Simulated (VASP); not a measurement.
Output of a VASP run:

OSZICAR:
```
       N       E                     dE             d eps       ncg     rms          rms(c)
DAV:   1     0.301555149522E+01    0.30156E+01   -0.45106E+03   488   0.889E+02
DAV:   2    -0.143672462678E+01   -0.44523E+01   -0.43981E+01   528   0.515E+01
DAV:   3    -0.147163273669E+01   -0.34908E-01   -0.34782E-01   632   0.524E+00
DAV:   4    -0.147174882971E+01   -0.11609E-03   -0.11609E-03   640   0.224E-01
DAV:   5    -0.147174894676E+01   -0.11705E-06   -0.11695E-06   616   0.608E-03    0.802E+00
DAV:   6    -0.148071316132E+01   -0.89642E-02   -0.13952E-03   560   0.331E-01    0.482E+00
DAV:   7    -0.148697294868E+01   -0.62598E-02   -0.32045E-03   552   0.509E-01    0.538E-02
DAV:   8    -0.148699556165E+01   -0.22613E-04   -0.12739E-04   480   0.107E-01    0.227E-02
DAV:   9    -0.148700046250E+01   -0.49008E-05   -0.95351E-06   632   0.305E-02    0.492E-03
DAV:  10    -0.148699900451E+01    0.14580E-05   -0.49039E-06   480   0.182E-02    0.458E-03
DAV:  11    -0.148699905379E+01   -0.49277E-07   -0.20334E-07   528   0.405E-03
   1 F= -.14869991E+01 E0= -.14869548E+01  d E =-.885195E-04
```

**OUTCAR**
```
------------------------ aborting loop because EDIFF is reached ----------------------------------------
  FORCE on cell =-STRESS in cart. coord.  units (eV):
  Direction    XX          YY          ZZ          XY          YZ          ZX
  --------------------------------------------------------------------------------------
  Total        0.2497137      0.2497137      0.2497137     -0.0000000      0.0000000      0.0000000
  in kB       10.8058470     10.8058470     10.8058470     -0.0000000      0.0000000      0.0000000
  external PRESSURE =      10.8058470 kB  Pullay stress =       0.0000000 kB
  volume of cell :       37.02
      direct lattice vectors                 reciprocal lattice vectors
     0.000000000  2.645379905  2.645379905    -0.189008769  0.189008769  0.189008769
     2.645379905  0.000000000  2.645379905     0.189008769 -0.189008769  0.189008769
     2.645379905  2.645379905  0.000000000     0.189008769  0.189008769 -0.189008769
 POSITION                                       TOTAL-FORCE (eV/Angst)
 -----------------------------------------------------------------------------------
      0.00000      0.00000      0.00000         0.000000      0.000000      0.000000
 -----------------------------------------------------------------------------------
    total drift:                               -0.000000     -0.000000     -0.000000
  FREE ENERGIE OF THE ION-ELECTRON SYSTEM (eV)
  ---------------------------------------------------
  free  energy   TOTEN  =        -1.4869990538 eV

  energy  without entropy=       -1.4869105343  energy(sigma->0) =       -1.48695479
```
(Selected blocks of OUTCAR.)

**POSCAR**
```
Yb
1
    0.0000000000     2.6453799051     2.6453799051
    2.6453799051     0.0000000000     2.6453799051
    2.6453799051     2.6453799051     0.0000000000
Yb
1
Direct
  0.0000000000   0.0000000000   0.0000000000
```

### Question
Write an INCAR and KPOINTS that could have produced this output.

### Answer
Several could match; the one computed here: the input of the run itself, PW91 GGA, plane waves, VASP's PBE PAW potentials (set 64).

File KPOINTS:
```
kpoints
0
G
8 8 8
```

INCAR:
```
# general
SYSTEM  = Yb
PREC    = Accurate
ENCUT   = 520
LREAL   = F
LASPH   = T

# electronic loop
EDIFF   = 1E-7
NELM    = 100
ALGO    = Normal
LMAXMIX = 6

# smearing
ISMEAR  = 0
SIGMA   = 0.05

# functional
GGA     = 91

# ions
ISIF    = 2

# output
LWAVE   = F
LCHARG  = F
```

POTCAR, in this order: Yb_2 (PBE.64 set). Program: vasp_std.

The 4f electrons are frozen in the core of the lanthanide potential, so 4f levels, which can set the real gap, and their magnetism are missing.

The compound is Yb in the fcc structure. This cell is one point of a volume scan, at 0.94 of the reference volume.
